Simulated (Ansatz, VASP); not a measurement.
# Al30SiC137N30 (C(111)/AlN(11-20) interface) in two plane-wave programs, part 2 of 2

Wanted: the spread between two codes on one cell, functional and k mesh. The cell is taken from a series of runs on this material, whose earlier steps may have relaxed, scaled, displaced or heated it; both programs get it as it stands.

VASP 6.6.1 and Ansatz 0.2.0.

So far. Step 2 (VASP: single point, PBE): The run ends at a pressure of 0.25 GPa, with forces up to 0.062 eV/Å.

## 4. Differences

Known differences besides the potentials themselves: Ansatz takes its cutoff from its data sets, VASP runs at 520 eV. Total energies have different zeros and are not compared.

Both answers:

| quantity | Ansatz | VASP | difference |
| --- | --- | --- | --- |
| gap on the k mesh (eV) | 0.167 | 0.166 | 0.000 |

The largest component of a force difference here is 59 meV/Å. A gap on the mesh is an upper bound, since the band edges may lie between its points.

## 5. Summary of results

```yaml
r_m_s_force_difference_single_point_pbe: 12 meV/Å
```

In words: The r.m.s. force difference is 12 meV/Å (single point, PBE), at about the 12 meV/Å picked in this series as the mark of a large difference. What causes the difference of the single point, PBE pair stays open here. Such differences can come from data sets, numerical settings and the points named under the comparisons, not from the functional's error against experiment.

[Lines on the potential files, build, host, timing and source positions are cut from VASP's logs without a mark.]

[Logs are printed without paths, hosts, clocks, repeated set-up lines and the standing remarks that a program may print on its own settings, such as how far it seeks lower states.]

[Hosts, paths, dates, database ids (printed as entryN), source tags and the programs' standing remarks are cut or masked in the printed files.]
